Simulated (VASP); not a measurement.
Computed with PBE GGA, VASP's PBE PAW potentials (set 64) (plane waves; VASP). For the first row: Numerical set-up: 400 eV cut-off, 11×11×5 Γ-centred mesh, tetrahedra with Blöchl corrections, potentials Ti_sv Se.

```csv
system,energy (eV/atom)
TiSe$_{2}$ (1T layered),-6.0683
Ti (hcp),-7.8281
Se (trig),-3.5035
```

The references are the elements' solids at the same level; no temperature or zero-point terms are added.  Without a dispersion term in the relaxation, distances and binding between the weakly bound layers, chains or molecules are unreliable, and so is what depends on them.

Question: What is the formation energy per atom of TiSe$_{2}$?

Answer: The references average (1×(-7.8281) + 2×(-3.5035))/3 = -4.9450 eV, so the formation energy is -6.0683 − (-4.9450) = -1.123 eV/atom.
